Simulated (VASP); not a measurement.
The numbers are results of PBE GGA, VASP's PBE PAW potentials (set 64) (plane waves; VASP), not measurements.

The input files of a VASP run:

**POSCAR**
```
Ga33Sb31
1.0
 12.4495035576   0.0000000000   0.0000000000
  0.0000000000  12.4495035576   0.0000000000
  0.0000000000   0.0000000000  12.4495035576
Ga Sb
33 31
Direct
  0.5000000000   0.0000000000   0.0000000000
  0.7500000000   0.2500000000   0.0000000000
  0.7500000000   0.0000000000   0.2500000000
  0.0000000000   0.0000000000   0.0000000000
  0.2500000000   0.2500000000   0.0000000000
  0.5000000000   0.5000000000   0.0000000000
  0.7500000000   0.7500000000   0.0000000000
  0.2500000000   0.0000000000   0.2500000000
  0.4980090000   0.2464700000   0.2535020000
  0.6253820000   0.3788300000   0.3782570000
  0.7491070000   0.4990060000   0.2512420000
  0.5000000000   0.0000000000   0.5000000000
  0.7522100000   0.2484590000   0.5039190000
  0.7500000000   0.0000000000   0.7500000000
  0.0000000000   0.5000000000   0.0000000000
  0.2500000000   0.7500000000   0.0000000000
  0.0000000000   0.2500000000   0.2500000000
  0.2500000000   0.5000000000   0.2500000000
  0.5000000000   0.7500000000   0.2500000000
  0.0000000000   0.0000000000   0.5000000000
  0.2500000000   0.2500000000   0.5000000000
  0.4995640000   0.4977410000   0.5031610000
  0.7500000000   0.7500000000   0.5000000000
  0.2500000000   0.0000000000   0.7500000000
  0.5000000000   0.2500000000   0.7500000000
  0.7500000000   0.5000000000   0.7500000000
  0.0000000000   0.7500000000   0.2500000000
  0.0000000000   0.5000000000   0.5000000000
  0.2500000000   0.7500000000   0.5000000000
  0.0000000000   0.2500000000   0.7500000000
  0.2500000000   0.5000000000   0.7500000000
  0.5000000000   0.7500000000   0.7500000000
  0.0000000000   0.7500000000   0.7500000000
  0.6250000000   0.1250000000   0.1250000000
  0.8750000000   0.3750000000   0.1250000000
  0.8750000000   0.1250000000   0.3750000000
  0.1250000000   0.1250000000   0.1250000000
  0.3750000000   0.3750000000   0.1250000000
  0.6250000000   0.6250000000   0.1250000000
  0.8750000000   0.8750000000   0.1250000000
  0.3750000000   0.1250000000   0.3750000000
  0.8750000000   0.6250000000   0.3750000000
  0.6250000000   0.1250000000   0.6250000000
  0.8750000000   0.3750000000   0.6250000000
  0.8750000000   0.1250000000   0.8750000000
  0.1250000000   0.6250000000   0.1250000000
  0.3750000000   0.8750000000   0.1250000000
  0.1250000000   0.3750000000   0.3750000000
  0.3750000000   0.6250000000   0.3750000000
  0.6250000000   0.8750000000   0.3750000000
  0.1250000000   0.1250000000   0.6250000000
  0.3750000000   0.3750000000   0.6250000000
  0.6250000000   0.6250000000   0.6250000000
  0.8750000000   0.8750000000   0.6250000000
  0.3750000000   0.1250000000   0.8750000000
  0.6250000000   0.3750000000   0.8750000000
  0.8750000000   0.6250000000   0.8750000000
  0.1250000000   0.8750000000   0.3750000000
  0.1250000000   0.6250000000   0.6250000000
  0.3750000000   0.8750000000   0.6250000000
  0.1250000000   0.3750000000   0.8750000000
  0.3750000000   0.6250000000   0.8750000000
  0.6250000000   0.8750000000   0.8750000000
  0.1250000000   0.8750000000   0.8750000000
```

### KPOINTS
```
Automatic mesh
0
Gamma
1 1 1
0 0 0
```

**INCAR**
```
ALGO = Fast
EDIFF = 1E-5
EDIFFG = -0.03
ENCUT = 400
GGA = PE
IBRION = 2
ISIF = 2
ISMEAR = 0
ISPIN = 2
ISYM = 0
LASPH = T
LCHARG = F
LMAXMIX = 4
LORBIT = 10
LREAL = Auto
LWAVE = F
MAGMOM = 64*0.0156
NELECT = 255.0
NELM = 100
NELMIN = 4
NSW = 60
NUPDOWN = 1
PREC = Normal
SIGMA = 0.05
SYSTEM = Ga33Sb31
```

POTCAR, in this order: Ga Sb (PBE.64 set). Program: vasp_gam.

The run wrote:

OSZICAR:
```
...
RMM:   6    -0.224516642039E+03    0.17658E+01   -0.13591E+00   640   0.196E+00    0.120E+01
RMM:   7    -0.223950046813E+03    0.56660E+00   -0.27187E+00   644   0.293E+00    0.119E+00
RMM:   8    -0.223983926597E+03   -0.33880E-01   -0.22845E-01   642   0.105E+00    0.818E-01
RMM:   9    -0.223995214361E+03   -0.11288E-01   -0.59234E-02   645   0.510E-01    0.554E-01
RMM:  10    -0.224002884237E+03   -0.76699E-02   -0.28758E-02   647   0.331E-01    0.193E-01
RMM:  11    -0.224003471536E+03   -0.58730E-03   -0.56535E-03   667   0.154E-01    0.116E-01
RMM:  12    -0.224003399808E+03    0.71728E-04   -0.13542E-03   647   0.726E-02    0.737E-02
RMM:  13    -0.224003702197E+03   -0.30239E-03   -0.59197E-04   667   0.502E-02    0.169E-02
RMM:  14    -0.224003704265E+03   -0.20677E-05   -0.10999E-04   653   0.195E-02    0.114E-02
RMM:  15    -0.224003707905E+03   -0.36403E-05   -0.18588E-05   399   0.865E-03
   1 F= -.22400371E+03 E0= -.22396984E+03  d E =-.224004E+03  mag=     1.0000
       N       E                     dE             d eps       ncg     rms          rms(c)
DAV:   1    -0.224140536245E+03   -0.13683E+00   -0.13348E+00   704   0.194E+00    0.504E-01
RMM:   2    -0.224146341777E+03   -0.58055E-02   -0.89661E-02   640   0.481E-01    0.164E-01
RMM:   3    -0.224147353430E+03   -0.10117E-02   -0.12678E-02   657   0.188E-01    0.714E-02
RMM:   4    -0.224147534064E+03   -0.18063E-03   -0.21228E-03   682   0.756E-02    0.526E-02
RMM:   5    -0.224147570585E+03   -0.36521E-04   -0.38951E-04   650   0.365E-02    0.317E-02
RMM:   6    -0.224147583580E+03   -0.12995E-04   -0.10355E-04   589   0.192E-02    0.105E-02
RMM:   7    -0.224147585196E+03   -0.16161E-05   -0.18046E-05   401   0.799E-03
   2 F= -.22414759E+03 E0= -.22411556E+03  d E =-.143877E+00  mag=     1.0000
       N       E                     dE             d eps       ncg     rms          rms(c)
DAV:   1    -0.224190452316E+03   -0.42869E-01   -0.11817E+01   640   0.572E+00    0.146E+00
RMM:   2    -0.224246723102E+03   -0.56271E-01   -0.80343E-01   640   0.141E+00    0.499E-01
RMM:   3    -0.224253838786E+03   -0.71157E-02   -0.10943E-01   652   0.545E-01    0.209E-01
RMM:   4    -0.224255840688E+03   -0.20019E-02   -0.21943E-02   684   0.224E-01    0.156E-01
RMM:   5    -0.224256114371E+03   -0.27368E-03   -0.28086E-03   665   0.999E-02    0.922E-02
RMM:   6    -0.224256224357E+03   -0.10999E-03   -0.81414E-04   680   0.536E-02    0.271E-02
RMM:   7    -0.224256231647E+03   -0.72897E-05   -0.15415E-04   641   0.230E-02    0.153E-02
RMM:   8    -0.224256232914E+03   -0.12672E-05   -0.31815E-05   447   0.106E-02
   3 F= -.22425623E+03 E0= -.22423151E+03  d E =-.252525E+00  mag=     1.0000
       N       E                     dE             d eps       ncg     rms          rms(c)
DAV:   1    -0.224271665567E+03   -0.15434E-01   -0.10382E+00   672   0.166E+00    0.440E-01
RMM:   2    -0.224276443566E+03   -0.47780E-02   -0.67841E-02   640   0.411E-01    0.151E-01
RMM:   3    -0.224277018383E+03   -0.57482E-03   -0.91736E-03   651   0.159E-01    0.593E-02
RMM:   4    -0.224277169782E+03   -0.15140E-03   -0.18872E-03   677   0.653E-02    0.428E-02
RMM:   5    -0.224277197962E+03   -0.28180E-04   -0.27251E-04   667   0.297E-02    0.265E-02
RMM:   6    -0.224277206626E+03   -0.86638E-05   -0.60277E-05   512   0.148E-02
   4 F= -.22427721E+03 E0= -.22425029E+03  d E =-.273499E+00  mag=     1.0000
       N       E                     dE             d eps       ncg     rms          rms(c)
DAV:   1    -0.224322736502E+03   -0.45539E-01   -0.88465E-01   672   0.166E+00    0.375E-01
RMM:   2    -0.224325440156E+03   -0.27037E-02   -0.49754E-02   640   0.367E-01    0.117E-01
RMM:   3    -0.224326036589E+03   -0.59643E-03   -0.71909E-03   651   0.146E-01    0.493E-02
RMM:   4    -0.224326175152E+03   -0.13856E-03   -0.13723E-03   706   0.613E-02    0.411E-02
RMM:   5    -0.224326193015E+03   -0.17863E-04   -0.21894E-04   640   0.272E-02    0.267E-02
RMM:   6    -0.224326198169E+03   -0.51531E-05   -0.44708E-05   488   0.136E-02
   5 F= -.22432620E+03 E0= -.22430004E+03  d E =-.489915E-01  mag=     1.0000
       N       E                     dE             d eps       ncg     rms          rms(c)
DAV:   1    -0.224343869654E+03   -0.17677E-01   -0.12181E+00   672   0.195E+00    0.449E-01
RMM:   2    -0.224347939343E+03   -0.40697E-02   -0.69628E-02   640   0.433E-01    0.143E-01
RMM:   3    -0.224348717112E+03   -0.77777E-03   -0.10127E-02   651   0.173E-01    0.584E-02
RMM:   4    -0.224348915139E+03   -0.19803E-03   -0.19654E-03   705   0.724E-02    0.498E-02
RMM:   5    -0.224348938009E+03   -0.22870E-04   -0.28596E-04   656   0.317E-02    0.313E-02
RMM:   6    -0.224348945976E+03   -0.79669E-05   -0.65183E-05   547   0.161E-02
   6 F= -.22434895E+03 E0= -.22432385E+03  d E =-.717393E-01  mag=     1.0000
       N       E                     dE             d eps       ncg     rms          rms(c)
DAV:   1    -0.224364202957E+03   -0.15265E-01   -0.56711E-01   704   0.140E+00    0.282E-01
RMM:   2    -0.224367021644E+03   -0.28187E-02   -0.35659E-02   640   0.311E-01    0.891E-02
RMM:   3    -0.224367512021E+03   -0.49038E-03   -0.54111E-03   659   0.127E-01    0.399E-02
RMM:   4    -0.224367585644E+03   -0.73622E-04   -0.94628E-04   675   0.543E-02    0.325E-02
RMM:   5    -0.224367593459E+03   -0.78149E-05   -0.15378E-04   662   0.251E-02    0.178E-02
RMM:   6    -0.224367596608E+03   -0.31492E-05   -0.34993E-05   437   0.125E-02
   7 F= -.22436760E+03 E0= -.22434073E+03  d E =-.186506E-01  mag=     1.0000
       N       E                     dE             d eps       ncg     rms          rms(c)
DAV:   1    -0.224370959537E+03   -0.33661E-02   -0.42458E-01   672   0.121E+00    0.245E-01
RMM:   2    -0.224373082253E+03   -0.21227E-02   -0.26908E-02   640   0.270E-01    0.776E-02
RMM:   3    -0.224373450201E+03   -0.36795E-03   -0.40968E-03   660   0.111E-01    0.353E-02
RMM:   4    -0.224373505908E+03   -0.55708E-04   -0.71840E-04   674   0.474E-02    0.286E-02
RMM:   5    -0.224373511918E+03   -0.60096E-05   -0.11662E-04   648   0.219E-02    0.152E-02
RMM:   6    -0.224373514437E+03   -0.25186E-05   -0.27087E-05   421   0.110E-02
   8 F= -.22437351E+03 E0= -.22434514E+03  d E =-.245685E-01  mag=     1.0000
       N       E                     dE             d eps       ncg     rms          rms(c)
DAV:   1    -0.224377894755E+03   -0.43828E-02   -0.23935E-01   696   0.920E-01    0.195E-01
RMM:   2    -0.224379119105E+03   -0.12244E-02   -0.15277E-02   640   0.209E-01    0.627E-02
RMM:   3    -0.224379349102E+03   -0.23000E-03   -0.23770E-03   663   0.855E-02    0.300E-02
RMM:   4    -0.224379379174E+03   -0.30072E-04   -0.39107E-04   684   0.358E-02    0.222E-02
RMM:   5    -0.224379383380E+03   -0.42055E-05   -0.81210E-05   585   0.176E-02
   9 F= -.22437938E+03 E0= -.22434979E+03  d E =-.586894E-02  mag=     1.0000
       N       E                     dE             d eps       ncg     rms          rms(c)
DAV:   1    -0.224379672801E+03   -0.29363E-03   -0.24697E-02   704   0.296E-01    0.625E-02
RMM:   2    -0.224379801158E+03   -0.12836E-03   -0.16099E-03   640   0.679E-02    0.203E-02
RMM:   3    -0.224379826983E+03   -0.25826E-04   -0.26151E-04   664   0.283E-02    0.111E-02
RMM:   4    -0.224379830311E+03   -0.33278E-05   -0.41788E-05   457   0.120E-02
  10 F= -.22437983E+03 E0= -.22434985E+03  d E =-.631587E-02  mag=     1.0000
       N       E                     dE             d eps       ncg     rms          rms(c)
DAV:   1    -0.224380947942E+03   -0.11210E-02   -0.61230E-02   672   0.461E-01    0.104E-01
RMM:   2    -0.224381242554E+03   -0.29461E-03   -0.38719E-03   640   0.108E-01    0.340E-02
RMM:   3    -0.224381293430E+03   -0.50876E-04   -0.60067E-04   653   0.440E-02    0.152E-02
RMM:   4    -0.224381302103E+03   -0.86723E-05   -0.10603E-04   626   0.185E-02    0.109E-02
RMM:   5    -0.224381303460E+03   -0.13569E-05   -0.20905E-05   418   0.915E-03
  11 F= -.22438130E+03 E0= -.22435077E+03  d E =-.147315E-02  mag=     1.0000
```

**OUTCAR**
```
------------------------ aborting loop because EDIFF is reached ----------------------------------------
  FORCE on cell =-STRESS in cart. coord.  units (eV):
  Direction    XX          YY          ZZ          XY          YZ          ZX
  --------------------------------------------------------------------------------------
  Total       19.6265386     19.5549119     19.6144244      0.5422082     -0.0135159     -3.5970403
  in kB       16.2966446     16.2371703     16.2865857      0.4502156     -0.0112227     -2.9867563
  external PRESSURE =      16.2734669 kB  Pullay stress =       0.0000000 kB
  volume of cell :     1929.55
      direct lattice vectors                 reciprocal lattice vectors
    12.449503558  0.000000000  0.000000000     0.080324488  0.000000000  0.000000000
     0.000000000 12.449503558  0.000000000     0.000000000  0.080324488  0.000000000
     0.000000000  0.000000000 12.449503558     0.000000000  0.000000000  0.080324488
  FREE ENERGIE OF THE ION-ELECTRON SYSTEM (eV)
  ---------------------------------------------------
  free  energy   TOTEN  =      -224.3813034595 eV

  energy  without entropy=     -224.3202462221  energy(sigma->0) =     -224.35077484

 total charge

# of ion       s       p       d       tot
------------------------------------------
    1        1.110   1.069   0.082   2.262
    2        1.115   1.074   0.083   2.271
    3        1.115   1.072   0.082   2.269
    4        1.116   1.071   0.082   2.269
    5        1.111   1.065   0.081   2.256
    6        1.115   1.072   0.082   2.269
    7        1.110   1.071   0.081   2.262
    8        1.110   1.069   0.082   2.261
    9        1.152   1.021   0.069   2.242
   10        1.145   1.141   0.060   2.346
   11        1.158   1.032   0.069   2.259
   12        1.115   1.073   0.082   2.270
   13        1.149   1.024   0.070   2.243
   14        1.110   1.067   0.082   2.259
   15        1.109   1.076   0.083   2.268
   16        1.115   1.073   0.083   2.271
   17        1.115   1.072   0.082   2.270
   18        1.115   1.072   0.082   2.268
   19        1.115   1.072   0.082   2.269
   20        1.111   1.067   0.081   2.259
   21        1.115   1.073   0.083   2.270
   22        1.156   1.032   0.069   2.257
   23        1.115   1.072   0.082   2.269
   24        1.116   1.071   0.082   2.269
   25        1.115   1.073   0.083   2.270
   26        1.115   1.071   0.082   2.268
   27        1.110   1.072   0.082   2.263
   28        1.115   1.072   0.082   2.268
   29        1.110   1.068   0.081   2.259
   30        1.111   1.062   0.080   2.253
   31        1.110   1.076   0.083   2.268
   32        1.110   1.070   0.081   2.261
   33        1.116   1.073   0.083   2.271
   34        1.139   1.324   0.022   2.485
   35        1.137   1.329   0.022   2.488
   36        1.139   1.323   0.022   2.483
   37        1.137   1.327   0.022   2.487
   38        1.141   1.318   0.022   2.480
   39        1.139   1.322   0.022   2.483
   40        1.138   1.327   0.022   2.487
   41        1.138   1.324   0.022   2.484
   42        1.139   1.323   0.022   2.484
   43        1.139   1.323   0.022   2.484
   44        1.140   1.318   0.022   2.480
   45        1.137   1.327   0.022   2.486
   46        1.138   1.327   0.022   2.486
   47        1.138   1.327   0.022   2.486
   48        1.141   1.327   0.022   2.490
   49        1.140   1.321   0.022   2.482
   50        1.141   1.327   0.022   2.490
   51        1.138   1.327   0.022   2.486
   52        1.137   1.329   0.022   2.488
   53        1.139   1.323   0.022   2.483
   54        1.137   1.327   0.022   2.486
   55        1.137   1.327   0.022   2.487
   56        1.141   1.327   0.022   2.490
   57        1.138   1.327   0.022   2.486
   58        1.135   1.323   0.022   2.480
   59        1.138   1.327   0.022   2.486
   60        1.138   1.327   0.022   2.487
   61        1.135   1.324   0.022   2.480
   62        1.137   1.327   0.022   2.486
   63        1.135   1.323   0.022   2.480
   64        1.140   1.330   0.022   2.492
--------------------------------------------------
tot         72.205  76.320   3.310 151.835

 magnetization (x)

# of ion       s       p       d       tot
------------------------------------------
    1       -0.000   0.006   0.001   0.007
    2       -0.000   0.001   0.001   0.002
    3       -0.001   0.001   0.001   0.002
    4       -0.000   0.003   0.001   0.004
    5       -0.000   0.005   0.001   0.007
    6       -0.001   0.001   0.001   0.002
    7       -0.000   0.005   0.001   0.006
    8       -0.000   0.006   0.001   0.007
    9        0.004   0.016   0.002   0.022
   10        0.001   0.043   0.003   0.047
   11        0.003   0.013   0.002   0.018
   12       -0.000   0.001   0.001   0.002
   13        0.004   0.015   0.002   0.020
   14       -0.000   0.005   0.001   0.006
   15       -0.000   0.005   0.001   0.006
   16       -0.000   0.003   0.001   0.004
   17       -0.000   0.001   0.001   0.002
...
```
(Selected blocks of OUTCAR.)

CONTCAR:
```
Ga33Sb31
   1.00000000000000
    12.4495035575999999    0.0000000000000000    0.0000000000000000
     0.0000000000000000   12.4495035575999999    0.0000000000000000
     0.0000000000000000    0.0000000000000000   12.4495035575999999
  Ga              Sb
    33    31
Direct
     0.4998247014295792    0.0004559190587855    0.0012478725815986
     0.7496164857912365    0.2502485877732157    0.0016171112749141
     0.7498797318928687    0.0008154426314562    0.2501082275107229
     0.0000987775780447    0.9990819176511607    0.0000331382237333
     0.2508466426492904    0.2495032050495809    0.0010289293578847
     0.5005905659599621    0.4992425089458084    0.0015890732233997
     0.7497271559016150    0.7489413297555521    0.0006765654369944
     0.2507907216328241    0.0003374057581580    0.2496890623324911
     0.5089207194890510    0.2569774595793199    0.2599537269478182
     0.6251558194123095    0.3776594705735555    0.3759622029187539
     0.7414166077396135    0.4900427929201802    0.2590035753685888
     0.4999826511173838    0.0004149953843564    0.5002921162206160
     0.7419141326792008    0.2570869707929413    0.4923365505134125
     0.7504969141787650    0.0002274329330652    0.7494323792016933
     0.9991796432942601    0.4992393590064986    0.0010558004110125
     0.2498296837459113    0.7490868985564398    0.9999939204357382
     0.9987390424811908    0.2502783984222222    0.2498297785808913
     0.2514849493179593    0.4994338195464569    0.2506780933056686
     0.5004931105136076    0.7480725466577278    0.2505668978762793
     0.9990882589033855    0.0001965453173441    0.5002176516883291
     0.2509117418518432    0.2499065332993053    0.5003150081983048
     0.5082256991843156    0.4899882506402676    0.4931025113834255
     0.7497124528842747    0.7483066603626403    0.4993614915386915
     0.2498822892106798    0.9990712105938060    0.7502533772075547
     0.4997077678324184    0.2498761846360381    0.7491573492630693
     0.7493652601899932    0.4997663074771183    0.7490103715562523
     0.9995954607795640    0.7489854200472955    0.2501935310695732
     0.9989416332404677    0.4997605333254158    0.4992703025262037
     0.2504978050674614    0.7490287011403415    0.4997512244732287
     0.9994054310073006    0.2493312744916388    0.7499483849827063
     0.2503202383985765    0.4993523579014708    0.7498563251710316
     0.5002312389138188    0.7492169070190683    0.7501035825104011
     0.0001765091037380    0.7491029618428091    0.7502847766232881
     0.6241935043814438    0.1270837241122592    0.1268587855450882
     0.8735302575468747    0.3766332629996344    0.1262670242521889
     0.8734281288905307    0.1271041968651204    0.3755557606200803
     0.1246379541841810    0.1254905289606804    0.1250992110875911
     0.3771863956316909    0.3743209641473294    0.1272454686438441
     0.6262180338031017    0.6238703686264603    0.1264248163973224
     0.8748959579593809    0.8752452057034225    0.1250923933672479
     0.3763155779955517    0.1266047551084926    0.3747938627418260
     0.8737112207508266    0.6241473346751655    0.3736388372458783
     0.6255531481835600    0.1268661602578290    0.6236533832284842
     0.8734412098549444    0.3749577198230350    0.6234452936462611
     0.8745345818165061    0.1256443961639726    0.8758131500639884
     0.1252805258661309    0.6249553905002211    0.1252012592712044
     0.3752256917398211    0.8746150942816434    0.1252323084228222
     0.1250503336835450    0.3750089529635671    0.3749601878341501
     0.3766345700304871    0.6237588570210398    0.3763879710713640
     0.6249843015673070    0.8752638403805776    0.3749422539180894
     0.1250467819369494    0.1253372138368691    0.6249559730098994
     0.3755933435387719    0.3762440279451869    0.6244429344440944
     0.6238795432917632    0.6245442074741054    0.6238018153384782
     0.8748471310413205    0.8747078342615383    0.6248083701621203
     0.3750831866371308    0.1252683696143755    0.8749650585920745
     0.6249034954504962    0.3750085343355810    0.8749717386459117
     0.8748637149544485    0.6250257673632045    0.8749120878064176
     0.1250082676438739    0.8762288130671942    0.3745427010251517
     0.1248547237755523    0.6250235254622216    0.6248058890412613
     0.3751179173475838    0.8750963874751699    0.6250209552668361
     0.1249667212882629    0.3761538648843322    0.8755949637111990
     0.3751872858443777    0.6249042159231604    0.8753569789482414
     0.6250448939535770    0.8764672982087662    0.8753478668754379
     0.1250037560375014    0.8748888784668031    0.8750207898611690
```

The cell is charged, with a uniform compensating background. The supercell is sampled at Γ alone, which is coarse: total energies, pressure and levels can be off, energies of defects by several tenths of an eV.

The cell is a supercell with a defect, built from GaSb (zinc blende): Ga_Sb, charge -1.
